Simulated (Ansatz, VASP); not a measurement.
# Cross-check of GaB2P2N between VASP and Ansatz

One calculation is typed for both programs; each brings its own data sets. How far apart do they land? The cell is generated by rule, not measured, and may not be a known phase. The cell is taken from a series of runs on this material, whose earlier steps may have relaxed, scaled, displaced or heated it; both programs get it as it stands.

Method: plane waves, with VASP 6.6.1 beside it; single point at LDA, in Ansatz 0.2.0.

## Step 1: The starting structure

Symmetry: Imm2, No. 44, orthorhombic system. The conventional cell has a = 3.201 Å, b = 3.201 Å, c = 13.580 Å, α = 90.00°, β = 90.00°, γ = 90.00°. B has 2 P at 1.96 Å and 2 N at 1.96 Å nearest. Nearest to B lie 4 P at 1.96 Å. Nearest to Ga lie 2 N at 1.96 Å and 2 P at 1.96 Å. Nearest to N lie 2 Ga at 1.96 Å and 2 B at 1.96 Å. Nearest to P lie 4 B at 1.96 Å. P has 2 B at 1.96 Å and 2 Ga at 1.96 Å nearest. Farther neighbours and most contacts between anions are not listed.

Coordinates:

```xyz
6
Lattice="2.2633 2.2633 0.0000 -2.2633 2.2633 0.0000 2.2633 0.0000 6.7900" Properties=species:S:1:pos:R:3 pbc="T T T"
B    -2.2633    2.2633    0.0000
B     0.0000    2.2633    2.2633
Ga    2.2633    2.2633    4.5267
N     1.1317    1.1317    5.6583
P     1.1317    1.1317    1.1317
P     1.1317    3.3950    3.3950
```

## Step 2: VASP: single point, LDA, pair 1

A single point gives forces, pressure and levels at one fixed geometry, so differences don't come from the geometry; what else differs is listed under the comparison.

Lines of VASP's logs that name or quote its potential files are left out, and so is its time.

File INCAR:

```
SYSTEM = GaB2P2N
PREC = Accurate
ENCUT = 600
EDIFF = 1E-06
NELM = 120
ISMEAR = 0
SIGMA = 0.1
LREAL = .FALSE.
ALGO = Normal
GGA = PW92
NBANDS = 23
LORBIT = 11
LWAVE = .FALSE.
LCHARG = .FALSE.
ISIF = 2
LASPH = .TRUE.
GGA_COMPAT = .FALSE.
EFERMI = MIDGAP
KPAR = 2
```

File POSCAR:

```
GaB2P2N
1.0
    2.2633300000      2.2633300000      0.0000000000
   -2.2633300000      2.2633300000      0.0000000000
    2.2633300000      0.0000000000      6.7900000000
B Ga N P
2 1 1 2
Direct
    0.0000005000      0.9999995000      0.0000000000
    0.3333340000      0.6666660000      0.3333330000
    0.6666670000      0.3333330000      0.6666670000
    0.0833340000      0.4166660000      0.8333330000
    0.4166670000      0.0833330000      0.1666670000
    0.7500005000      0.7499995000      0.5000000000
```

File KPOINTS:

```
Automatic mesh
0
Gamma
6 6 6
0 0 0
```

Potentials, in the order of the species: B, Ga_d, N and P (LDA family, release 64).

Run with:

```
$ mpirun -np 2 vasp_std
```

Numbers of over 12 decimals in the logs are rounded to 6 here.

Log:

```text
[banner, memory and clock lines left out]
running    2 mpi-ranks, on    1 nodes
 distrk:  each k-point on    1 cores,    2 groups
 distr:  one band on    1 cores,    1 groups

 POSCAR found type information on POSCAR B GaN P
 POSCAR found :  4 types and       6 ions
|                                                                             |
|               ----> ADVICE to this user running VASP <----                  |
|                                                                             |
|     You enforced a specific xc type in the INCAR file but a different       |
|     [... a line on the potential file left out ...]
|     I HOPE YOU KNOW WHAT YOU ARE DOING!                                     |
|                                                                             |

 LDA part: xc-table for (Slater(with rela. corr.)+PW92), standard interpolation
 POSCAR, INCAR and KPOINTS ok, starting setup
 FFT: planning ... GRIDC
 FFT: planning ... GRID_SOFT
 FFT: planning ... GRID
 WAVECAR not read
 entering main loop
       N       E                     dE             d eps       ncg     rms          rms(c)
DAV:   1     0.264227601423E+03    0.26423E+03   -0.17546E+04  2151   0.216E+03
DAV:   2    -0.571084264841E+01   -0.26994E+03   -0.25400E+03  2348   0.502E+02
DAV:   3    -0.398275904887E+02   -0.34117E+02   -0.33020E+02  2638   0.127E+02
DAV:   4    -0.411468671612E+02   -0.13193E+01   -0.13113E+01  2734   0.267E+01
DAV:   5    -0.411866562481E+02   -0.39789E-01   -0.39766E-01  2717   0.410E+00    0.122E+01
DAV:   6    -0.391887953981E+02    0.19979E+01   -0.60945E+00  3522   0.313E+01    0.683E+00
DAV:   7    -0.388919390351E+02    0.29686E+00   -0.10569E+00  2595   0.812E+00    0.343E+00
DAV:   8    -0.388231245895E+02    0.68814E-01   -0.38230E-01  2607   0.377E+00    0.150E+00
DAV:   9    -0.388178837401E+02    0.52408E-02   -0.26529E-02  3153   0.149E+00    0.780E-01
DAV:  10    -0.388169368376E+02    0.94690E-03   -0.80935E-03  2480   0.564E-01    0.131E-01
DAV:  11    -0.388168784477E+02    0.58390E-04   -0.55193E-04  2875   0.181E-01    0.507E-02
DAV:  12    -0.388168832559E+02   -0.48082E-05   -0.73072E-05  2643   0.548E-02    0.235E-02
DAV:  13    -0.388168842940E+02   -0.10381E-05   -0.47395E-06  2679   0.176E-02    0.737E-03
DAV:  14    -0.388168844473E+02   -0.15338E-06   -0.46016E-07  1730   0.541E-03
   1 F= -.38816884E+02 E0= -.38816884E+02  d E =-.624714E-07
```

From OUTCAR (step 2):

```text
ion  position               nearest neighbor table
   1  0.000  1.000  0.000-   4 1.96   5 1.96   4 1.96   5 1.96
   2  0.333  0.667  0.333-   5 1.96   5 1.96   6 1.96   6 1.96
   3  0.667  0.333  0.667-   4 1.96   4 1.96   6 1.96   6 1.96
   4  0.083  0.417  0.833-   3 1.96   3 1.96   1 1.96   1 1.96
   5  0.417  0.083  0.167-   2 1.96   2 1.96   1 1.96   1 1.96
   6  0.750  0.750  0.500-   2 1.96   3 1.96   2 1.96   3 1.96

  LATTYP: Found a body centered tetragonal cell.
 ALAT       =     3.2008319821
 C/A-ratio  =     4.2426469355

 Subroutine GETGRP returns: Found  4 space group operations
 (whereof  4 operations were pure point group operations)

The static configuration has the point symmetry C_2v.

 Found     46 irreducible k-points:

   k-points           NKPTS =     46   k-points in BZ     NKDIM =     46   number of bands    NBANDS=     23

   dimension x,y,z NGX =    28 NGY =   28 NGZ =   60
   dimension x,y,z NGXF=    56 NGYF=   56 NGZF=  120

   ENCUT  =  600.0 eV  44.10 Ry    6.64 a.u.   6.39  6.39 14.29*2*pi/ulx,y,z

   NELECT =      34.0000    total number of electrons

 k-points in reciprocal lattice and weights: Automatic mesh
   0.00000000  0.00000000  0.00000000       0.005
   0.16666667  0.00000000  0.00000000       0.019
   0.00000000 -0.16666667  0.00000000       0.019
   0.33333333  0.00000000 -0.00000000       0.019
   0.00000000 -0.33333333 -0.00000000       0.019
   0.50000000  0.00000000  0.00000000       0.009
   0.00000000  0.50000000  0.00000000       0.009
   0.16666667  0.16666667  0.00000000       0.019
   0.33333333  0.16666667  0.00000000       0.037
[...]
-0.16666667  0.16666667  0.33333333       0.019
   0.00000000  0.00000000  0.50000000       0.005

 average (electrostatic) potential at core
       1 -31.5966       2 -30.7626       3 -64.3702       4 -61.3109       5 -82.6730
       6 -82.5105

 E-fermi :   7.5956

 k-point     1 :       0.0000    0.0000    0.0000
  band No.  band energies     occupation
    ...
     13       3.7233      2.00000
     14       3.7382      2.00000
     15       6.5303      2.00000
     16       6.7068      2.00000
     17       7.2951      1.99998
     18       7.8962      0.00002
     19       8.9700      0.00000
     20       9.9527      0.00000
     21      10.5562      0.00000
     22      10.5814      0.00000
    ...

 k-point     2 :       0.1667    0.0000    0.0000
  band No.  band energies     occupation
    ...
     13       3.6768      2.00000
     14       4.0734      2.00000
     15       4.9840      2.00000
     16       5.8722      2.00000
     17       7.1189      2.00000
     18       8.8056      0.00000
     19       9.7867      0.00000
     20      10.7330      0.00000
     21      10.8525      0.00000
     22      11.0056      0.00000
    ...

 k-point     3 :       0.0000   -0.1667    0.0000
  band No.  band energies     occupation
    ...
     13       3.5675      2.00000
     14       4.0569      2.00000
     15       5.0645      2.00000
     16       5.9068      2.00000
     17       6.5010      2.00000
     18       8.7915      0.00000
     19      10.0094      0.00000
     20      10.7155      0.00000
     21      11.0264      0.00000
     22      11.3001      0.00000
    ...

  Total        4.9261217      4.9261217      2.8149566     -6.1798898      0.0000000      0.0000000
  in kB      113.4540997    113.4540997     64.8316029   -142.3297813      0.0000000      0.0000000
  external PRESSURE =      97.2466008 kB  Pullay stress =       0.0000000 kB

  energy-cutoff  :      600.00
  volume of cell :       69.57
      direct lattice vectors                 reciprocal lattice vectors
     2.263330000  2.263330000  0.000000000     0.220913433  0.220913433 -0.073637703
    -2.263330000  2.263330000  0.000000000    -0.220913433  0.220913433  0.073637703
     2.263330000  0.000000000  6.790000000     0.000000000  0.000000000  0.147275405

 POSITION                                       TOTAL-FORCE (eV/Angst)
 -----------------------------------------------------------------------------------
     -2.26333      2.26333      0.00000         0.000000      0.000000     -2.369972
      0.00000      2.26333      2.26333        -0.000000      0.000000     -0.334306
      2.26333      2.26333      4.52667        -0.000000      0.000000      8.024202
      1.13167      1.13166      5.65833         0.000000      0.000000      2.972143
      1.13167      1.13166      1.13167         0.000000      0.000000     -0.842788
      1.13167      3.39499      3.39500         0.000000      0.000000     -7.449279
 -----------------------------------------------------------------------------------
    total drift:                               -0.003286     -0.000040      0.000179

  FREE ENERGIE OF THE ION-ELECTRON SYSTEM (eV)
  ---------------------------------------------------
  free  energy   TOTEN  =       -38.8168844473 eV

  energy  without entropy=      -38.8168843849  energy(sigma->0) =      -38.81688442

 total charge
# of ion       s       p       d       tot
------------------------------------------
    1        0.628   1.016   0.000   1.644
    2        0.662   1.272   0.000   1.934
    3        0.942   1.307  10.184  12.432
    4        1.213   2.346   0.000   3.559
    5        0.994   1.605   0.000   2.599
    6        1.021   1.792   0.000   2.813
--------------------------------------------------
tot          5.459   9.338  10.184  24.980

[... 3 further parts left out ...]
```

The run ends at a pressure of 9.72 GPa, with forces up to 8.0 eV/Å.

## Step 3: Ansatz: single point, LDA, pair 1

Ansatz runs on its default PAW (the set named soft_2) files.

The same cell, functional (in two slightly different forms), mesh and smearing now go to Ansatz, which takes its cutoff from its data sets.

File input.yaml:

```yaml
crystal:
  lattice:
    - [2.26333, 2.26333, 0.0]
    - [-2.26333, 2.26333, 0.0]
    - [2.26333, 0.0, 6.79]
  atoms:
    - { symbol: B, position: [0.0, 0.0, 0.0] }
    - { symbol: B, position: [0.333333, 0.666667, 0.333333] }
    - { symbol: Ga, position: [0.666667, 0.333333, 0.666667] }
    - { symbol: "N", position: [0.083333, 0.416667, 0.833333] }
    - { symbol: P, position: [0.416667, 0.083333, 0.166667] }
    - { symbol: P, position: [0.75, 0.75, 0.5] }
kpoints:
  mp_grid: { grid: [6, 6, 6] }
hamiltonian:
  xc: lda
scf:
  occupations: { method: gaussian, width: 0.1 }
output:
  forces: true
  stress: true
  eigenvalues: true
```

Run with:

```
$ ansatz run input.yaml --threads 8 --pin off --max-ram 14336MiB --backend cpu --events-out ev --progress --plain --runs-dir out
```

Log:

```text
Warning: the atoms were moved onto the symmetric positions of the space group found under crystal.symmetry.tolerance 1.0e-5 (fractional; no operation is sought that the atoms, as they stand in a round, miss by more than twice it, and no atom is moved by as much as it), and the run uses the moved positions. Before a round's move an operation carried an atom to 4.53e-6 Å from where it should land, the largest such dist [...]
Engine: ansatz 0.2.0, aarch64-unknown-linux-gnu
Pseudopotentials: kind: paw
Pseudopotential: B, paw, valence charge 3, recommended cutoff 420 eV (normal), B.paw.azcp
Pseudopotential: Ga, paw, valence charge 13, recommended cutoff 420 eV (normal), Ga.paw.azcp
Pseudopotential: N, paw, valence charge 5, recommended cutoff 420 eV (normal), N.paw.azcp
Pseudopotential: P, paw, valence charge 5, recommended cutoff 420 eV (normal), P.paw.azcp
Functional definition: SPW92
  exchange = slater_x
  correlation = pw_c
Crystal: 6 atoms, lattice volume = 69.566 Å³
Basis set: ecut = 420 eV, 1347 PW (Γ)
Bands: 23, of which v1, the nominal top of the filled ones, is band 17 counted from 1 (16 counted from 0)
Symmetry: 4 space group operations
Space group: Imm2 (ITA 44), of the structure as read, at distance tolerance 4.1e-5 Å
k-points: 46 of 216 (time reversal used)
Non-local potential: B, projectors of the file, l = 0: 2, l = 1: 2, l = 2: 1
Non-local potential: Ga, projectors of the file, l = 0: 2, l = 1: 2, l = 2: 3, l = 3: 1
Non-local potential: N, projectors of the file, l = 0: 2, l = 1: 2, l = 2: 1
Non-local potential: P, projectors of the file, l = 0: 2, l = 1: 2, l = 2: 2
PAW form: soft (Blöchl's): semilocal exchange-correlation on the pseudo side does not see the compensation charge
PAW frozen core: B, regenerated for the run's functional, and the local potential with it (the file was generated under x = pbe(κ = 0.804, μ = 0.219515), c = pbe(β = 0.066725))
PAW frozen core: Ga, regenerated for the run's functional, and the local potential with it (the file was generated under x = pbe(κ = 0.804, μ = 0.219515), c = pbe(β = 0.066725))
PAW frozen core: N, regenerated for the run's functional, and the local potential with it (the file was generated under x = pbe(κ = 0.804, μ = 0.219515), c = pbe(β = 0.066725))
PAW frozen core: P, regenerated for the run's functional, and the local potential with it (the file was generated under x = pbe(κ = 0.804, μ = 0.219515), c = pbe(β = 0.066725))
PAW one-centre angular grid: B, 110 points (default); XC on 64 Gauss nodes
PAW one-centre angular grid: Ga, 590 points (default); XC on 64 Gauss nodes
PAW one-centre angular grid: N, 110 points (default); XC on 64 Gauss nodes
PAW one-centre angular grid: P, 110 points (default); XC on 64 Gauss nodes
Initial density: superposition of atomic densities (neutral atoms: chi_scale 0, normalization atom), corrected by the library's trained network
Initial wavefunctions: pseudopotential atomic-orbital guess
Functional: x = slater, c = lda
SCF iter   1: F=—  HF=-5831.420935 eV  |F-HF|=—  |Δ(HF+E_count)|=         —  Δρ=8.82e-3  dr2=6.07e-2  ethr=1.77e-3  ⟨swp⟩=6.4  Hψ=5863  notcnv=0
preconditioner: auto → Resta (q_TF=auto, 2.421 Å⁻¹)  ε∞=4.8  [insulator: Δε(μ)=0.633 eV  Ē_g=13.273 eV  σ=0.100 eV  W_gap=1.00  n_scr=20 (ndim 8)  ℏωp=26.0 eV  f_vac=0.000  D(μ)=0.00/eV (n_scr^D=0)  ε∞_Penn≈4.8]
SCF iter   2: F=—  HF=-5831.408868 eV  |F-HF|=—  |Δ(HF+E_count)|=   1.21e-2  Δρ=3.74e-3  dr2=1.34e-2  ethr=1.79e-4  ⟨swp⟩=1.9  Hψ=1787  notcnv=0  defer=2
SCF iter   3: F=—  HF=-5831.406046 eV  |F-HF|=—  |Δ(HF+E_count)|=   2.82e-3  Δρ=1.17e-3  dr2=5.58e-4  ethr=3.93e-5  ⟨swp⟩=3.0  Hψ=1854  notcnv=0
automatic band count: iteration 3 solves 22 bands in place of 23: the levels show a gap, and the empty bands left out lie too high to hold charge; the band table lists the bands solved (type scf.n_extra_bands for more)
SCF iter   4: F=—  HF=-5831.405664 eV  |F-HF|=—  |Δ(HF+E_count)|=   3.82e-4  Δρ=4.37e-4  dr2=1.07e-4  ethr=1.64e-6  ⟨swp⟩=2.0  Hψ=1754  notcnv=0
SCF iter   5: F=—  HF=-5831.405631 eV  |F-HF|=—  |Δ(HF+E_count)|=   3.30e-5  Δρ=1.08e-4  dr2=1.04e-5  ethr=3.16e-7  ⟨swp⟩=2.3  Hψ=1757  notcnv=0
SCF iter   6: F=—  HF=-5831.405629 eV  |F-HF|=—  |Δ(HF+E_count)|=   1.74e-6  Δρ=2.69e-5  dr2=5.55e-7  ethr=3.06e-8  ⟨swp⟩=2.4  Hψ=1433  notcnv=0
SCF iter   7: F=-5831.405629 eV  HF=-5831.405629 eV  |F-HF|=3.70e-9  |Δ(HF+E_count)|=   8.12e-9  Δρ=4.33e-6  dr2=1.40e-8  ethr=2.94e-10  ⟨swp⟩=8.7  Hψ=5200  notcnv=0
SCF 1 converged in 7 iterations: F = -5831.405629 eV  dr2 = 1.40e-8
  greatest PAW one-centre occupation: 0.995 electrons in one spin orbital (limit 2), on the Ga atom at site 2 (counted from 0), in its partial waves of l = 2
SCF converged after 7 iterations
Free energy (F): -5831.405629 eV
Harris-Foulkes:  -5831.405629 eV  (|F-HF|=3.70e-9)
Internal energy: -5831.405629 eV  (E = F + TS)
E sigma→0 (E₀):  -5831.405629 eV
Entropy (-TS):   -0.000000 eV (-0.000 meV/atom)
Fermi energy:    10.104541 eV
--- Per-component energies (eV) ---
  E_band       = 13.822757
  E_kinetic    = 490.350658
  E_local      = -2782.582448  (includes V_loc(G=0)·N_el)
  E_nonlocal   = 569.227171
  E_hartree    = 1262.845803
  E_xc         = -318.972716
  E_vxc        = -337.899942  (∫ρ·V_xc dr)
  E_paw        = -3253.065255  (= ΣΔE_a)
  E_vpaw       = -450.967599  (= ΣTr[D̂ρ^β])
  E_aug_tail   = -0.000016  (compensation charges beyond the density's cutoff)
  E_ewald      = -1801.343721
  E_core_change = 2.134896  (= ΣΔE_core)
  E_smearing   = -0.000000  (= −TS)
  E_closure    = 0.000000  (closes the sum)
  Σ components = -5831.405629   (vs F -5831.405629, Δ=0.00e0)
--- Forces (eV/Å), atoms counted from 1 ---
  atom   1  B      0.00000000     0.00000000    -2.38575561
  atom   2  B      0.00000000     0.00000000    -0.32550463
  atom   3  Ga     0.00000000    -0.00000000     8.05036079
  atom   4  N     -0.00000000     0.00000000     2.93434737
  atom   5  P     -0.00000000    -0.00000000    -0.84127818
  atom   6  P     -0.00000000     0.00000000    -7.43221028
  max |Σ_I F_I| component: 4.05e-5 eV/Å
--- Stress (GPa, compression-positive) ---
       11.368293     -14.337683       0.000000
      -14.337683      11.368293       0.000000
        0.000000       0.000000       6.519340
  P = ⅓ Tr σ = 9.7520 GPa (97.520 kbar)
--- Band table (eV; the first three rows and the last of 46) ---
  k-point 0: bands = [... 13 lower, 6.2381, 9.0369, 9.2104, 9.8063, 10.4028, 11.4763, 12.4533, 13.0558, ... 1 higher]
  k-point 1: bands = [... 13 lower, 6.5828, 8.7515, 8.9973, 9.5650, 10.5177, 11.4539, 12.0220, 13.3389, ... 1 higher]
  k-point 2: bands = [... 13 lower, 7.0836, 8.0926, 8.4985, 9.0742, 10.7343, 11.3961, 11.5789, 13.7410, ... 1 higher]
  k-point 45: bands = [... 13 lower, 4.8438, 4.9380, 5.4124, 5.4767, 11.0076, 11.8893, 12.3190, 12.8150, ... 1 higher]
```

The column dr2 measures how far the density is from self-consistency, as an energy; F and HF (Harris–Foulkes) agree once it is small.

The run ends at a pressure of 9.75 GPa, with forces up to 8.1 eV/Å.

## Step 4: Differences

Known differences besides the potentials themselves: the cutoff is 420 eV in Ansatz and 600 eV in VASP; VASP's log shows a relativistic correction to its local exchange, Ansatz's none. Total energies have different zeros and are not compared.

The two programs side by side:

```
              quantity  Ansatz   VASP  difference
        pressure (GPa)    9.75   9.72       +0.03
gap on the k mesh (eV)   0.596  0.601      -0.005
```

Forces (eV/Å; atoms numbered as in POSCAR):

```
atom        Ansatz x, y, z          VASP x, y, z
  B1  0.000, 0.000, -2.386  0.000, 0.000, -2.370
  B2  0.000, 0.000, -0.326  0.000, 0.000, -0.334
 Ga3   0.000, 0.000, 8.050   0.000, 0.000, 8.024
  N4   0.000, 0.000, 2.934   0.000, 0.000, 2.972
  P5  0.000, 0.000, -0.841  0.000, 0.000, -0.843
  P6  0.000, 0.000, -7.432  0.000, 0.000, -7.449
```

The forces differ by 12 meV/Å r.m.s., which is 0.4 % of the r.m.s. force of 2.740 eV/Å (both taken over all components). A gap on the mesh is an upper bound, since the band edges may lie between its points.

## Step 5: Ansatz: single point, LDA, pair 2

A single point gives forces, pressure and levels at one fixed geometry, so differences don't come from the geometry; what else differs is listed under the comparison. The cell compared in this pair holds 68.34 Å³, against 69.57 Å³ for the pair before.

The cell is taken from a series of runs on this material, whose earlier steps may have relaxed, scaled, displaced or heated it; both programs get it as it stands.

File input.yaml:

```yaml
crystal:
  lattice:
    - [2.2664111837, 2.2664111837, 0.0]
    - [-2.1931281158, 2.1931281158, 0.0]
    - [2.2297696498, 0.036641534, 6.8744289541]
  atoms:
    - { symbol: B, position: [0.0063612515, 0.9485000498, 0.9872774971] }
    - { symbol: B, position: [0.3426650794, 0.6543517597, 0.3146698413] }
    - { symbol: Ga, position: [0.6449598039, 0.3577522772, 0.7100803921] }
    - { symbol: "N", position: [0.0655034774, 0.4640696831, 0.8689930452] }
    - { symbol: P, position: [0.4257869267, 0.0711663563, 0.1484261467] }
    - { symbol: P, position: [0.7647234611, 0.7356394234, 0.4705530779] }
kpoints:
  mp_grid: { grid: [12, 12, 12] }
hamiltonian:
  xc: lda
scf:
  occupations: { method: methfessel_paxton, width: 0.2 }
output:
  forces: true
  stress: true
  eigenvalues: true
```

Log:

```text
[...]
Crystal: 6 atoms, lattice volume = 68.339 Å³
Basis set: ecut = 420 eV, 1331 PW (Γ)
Bands: 23, of which v1, the nominal top of the filled ones, is band 17 counted from 1 (16 counted from 0)
Symmetry: 2 space group operations
[...]
k-points: 476 of 1728 (time reversal used)
[...]
k-point 0: bands = [... 13 lower, 7.2656, 8.9622, 9.7690, 10.5393, 11.4182, 12.0358, 12.6454, 13.6470, ... 2 higher]
  k-point 1: bands = [... 13 lower, 7.2769, 8.8920, 9.7259, 10.5502, 11.3898, 12.0365, 12.6283, 13.6467, ... 2 higher]
  k-point 2: bands = [... 13 lower, 7.3077, 8.6983, 9.6087, 10.5756, 11.3114, 12.0445, 12.5810, 13.6478, ... 2 higher]
  k-point 475: bands = [... 13 lower, 4.9205, 5.1243, 5.7215, 5.8328, 11.6933, 11.9813, 12.3624, 13.2140, ... 2 higher]
[key lines of the parts left out:]
SCF converged after 8 iterations
Free energy (F): -5833.631228 eV
Fermi energy:    11.212627 eV
P = ⅓ Tr σ = 1.9176 GPa (19.176 kbar)
```

The run ends at a pressure of 1.92 GPa, with forces up to 0.53 eV/Å.

[end of part 1 of 2]

[Lines on the potential files, build, host, timing and source positions are cut from VASP's logs without a mark.]

[Logs are printed without paths, hosts, clocks, repeated set-up lines and the standing remarks that a program may print on its own settings, such as how far it seeks lower states.]

[Hosts, paths, dates, database ids (printed as entryN), source tags and the programs' standing remarks are cut or masked in the printed files.]
